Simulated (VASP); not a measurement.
Consider the following.

```
CELL_PARAMETERS angstrom
      1.91711    -5.06603     0.00000
      1.91711     5.06603     0.00000
      0.00000     0.00000     3.77808
ATOMIC_POSITIONS crystal
  P  0.56400 0.43600 0.25000
  P  0.43600 0.56400 0.75000
  W  0.85475 0.14525 0.25000
  W  0.14525 0.85475 0.75000
```

Calculation: PBE GGA, VASP's PBE PAW potentials (set 64) (plane waves; VASP). Numerical set-up: 400 eV cut-off, 1×1×1 Γ-centred mesh, Gaussian smearing of 0.050 eV, potentials P W_sv.

**Question.** What does the run give for the energy per atom (σ→0), pressure, largest force?

**Answer.** 
```yaml
energy per atom (σ→0): -6.272 eV/atom
pressure: -22.55 GPa
largest_force: 0.09280 Ry/bohr
```

Total energies compare only between runs with the same potentials, cut-off and functional.

The structure was generated: PW was put into the CrB type (Cmcm), which need not be its known phase. The cell was not relaxed at this level. The k-mesh is coarse (spacing up to 1.75 per Å, 2π included), so the numbers may not be converged in it. The run is one of a series of settings (KPOINTS 1×1×1 Γ-centred mesh against the base run), some of them coarse on purpose.
